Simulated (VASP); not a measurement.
An input for Quantum ESPRESSO's pw.x (written as the equivalent of a VASP run, and not itself run):

```
&CONTROL
  calculation = 'vc-relax'
  pseudo_dir = './pseudo'
  outdir = './out'
  tprnfor = .true.
  tstress = .true.
  nstep = 40
  forc_conv_thr = 0.00078
/
&SYSTEM
  ibrav = 0
  nat = 4
  ntyp = 2
  ecutwfc = 84
  occupations = 'smearing'
  smearing = 'gaussian'
  degauss = 0.003675
  input_dft = 'pbesol'
/
&ELECTRONS
  conv_thr = 7.3e-08
  electron_maxstep = 100
/
&IONS
/
&CELL
  press = 450
/
ATOMIC_SPECIES
  Ga 69.723 Ga.upf
  As 74.922 As.upf
CELL_PARAMETERS angstrom
     3.5750087   -0.0000000   -0.0000000
    -1.7875044    3.0960487    0.0000000
    -0.0000000   -0.0000000    5.9705880
ATOMIC_POSITIONS crystal
  Ga   0.3333330  0.6666670  0.0027252
  Ga   0.6666670  0.3333330  0.5027252
  As   0.3333330  0.6666670  0.3722748
  As   0.6666670  0.3333330  0.8722748
K_POINTS automatic
  7 7 4 0 0 0
```

Question: Write the VASP files for the same calculation (PBEsol).

Answer: One answer among several that fit: 
### KPOINTS
```
Automatic mesh
0
Gamma
7 7 4
```

**INCAR**
```
LREAL = .False.   ! projection in real space or not
IBRION = 2
PSTRESS = 450
SYSTEM = GaAs
EDIFF = 1E-6
ALGO = Normal   ! blocked Davidson
NELM = 100
LWAVE = .False.
ISIF = 3
SIGMA = 0.05   ! width (eV)
ENCUT = 500   ! plane-wave cut-off (eV)
LMAXMIX = 4   ! l cut-off of mixed one-centre charges
GGA = PS   ! PBEsol
LCHARG = .False.
PREC = Accurate
NSW = 40   ! most ionic steps
LASPH = .True.   ! aspherical one-centre terms
EDIFFG = -0.02
ISMEAR = 0
```

File POSCAR:
```
GaAs
1.0
  3.5750087003  -0.0000000002   0.0000000000
 -1.7875043506   3.0960486727   0.0000000000
  0.0000000000   0.0000000000   5.9705879582
Ga As
2 2
Cart
 -0.0000017878   2.0640334804   0.0162710929
  1.7875061375   1.0320151921   3.0015650720
 -0.0000017878   2.0640334804   2.2226993915
  1.7875061375   1.0320151921   5.2079933706
```

POTCAR, in this order: Ga_d As (PBE.64 set). Program: vasp_std.

What does not carry over: the potentials are each code's own (VASP's PAW set, PseudoDojo norm-conserving files in pw.x), so ENCUT and ecutwfc are chosen apart and not converted; conv_thr bounds pw.x's estimated SCF error, while EDIFF bounds the energy change between steps; forc_conv_thr acts on force components and is met together with etot_conv_thr.

The structure was generated: GaAs was put into the wurtzite type (P6_3mc), which need not be its known phase. It was relaxed first under an external pressure of 45 GPa.
